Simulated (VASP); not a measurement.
Consider the following.

```xyz
2
Lattice="1.6585 -2.8726 0.0000 1.6585 2.8726 0.0000 0.0000 0.0000 5.1622" Properties=species:S:1:pos:R:3 pbc="T T T"
Sc     1.6585     0.9575     1.2905
Sc     1.6585    -0.9575     3.8716
```

These are PBE GGA, VASP's PBE PAW potentials (set 64) (plane waves; VASP) values and carry that method's errors. Run with 480 eV cut-off, 12×12×8 Γ-centred mesh, first-order Methfessel-Paxton smearing of 0.10 eV, potentials Sc_sv.

Each relaxation starts from this cell; other phases were not tried.

**Question.** The cell is relaxed at 2 GPa. What happens?

**Answer.** The volume per atom goes from 24.59 to 23.78 Å³ (-3.3 %), and the cell becomes a = b = 3.280 Å, c = 5.106 Å, α = β = 90.00°, γ = 120.00°, space group P6_3/mmc.

**Question.** The cell is relaxed at 15 GPa. What happens?

**Answer.** The volume per atom goes from 24.59 to 20.19 Å³ (-17.9 %), and the cell becomes a = 3.117 Å, b = 3.117 Å, c = 4.801 Å, α = 90.00°, β = 90.00°, γ = 120.00°, space group P6_3/mmc.

Failed runs are left out, and for metals the shear rows, which the mesh's noise covers.

The compound is Sc in the hcp structure.
